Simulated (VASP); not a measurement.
Input:

```xyz
2
Lattice="0.0000 2.9228 2.9228 2.9228 0.0000 2.9228 2.9228 2.9228 0.0000" Properties=species:S:1:pos:R:3 pbc="T T T"
Pb     0.0000     0.0000     0.0000
S      2.9228     2.9228     2.9228
```

Level of theory: LDA (Ceperley-Alder, Perdew-Zunger), VASP's LDA PAW potentials (set 64) (plane waves; VASP). Settings: 500 eV cut-off, 11×11×11 Γ-centred mesh, first-order Methfessel-Paxton smearing of 0.10 eV, potentials Pb_d S.

Problem. What does the run give for the energy per atom (σ→0)?

Solution. 
The energy per atom (σ→0) is -4.999 eV/atom.

Only differences to runs with the same potentials and settings are physical.

The compound is PbS in the rock salt structure. It was relaxed first.
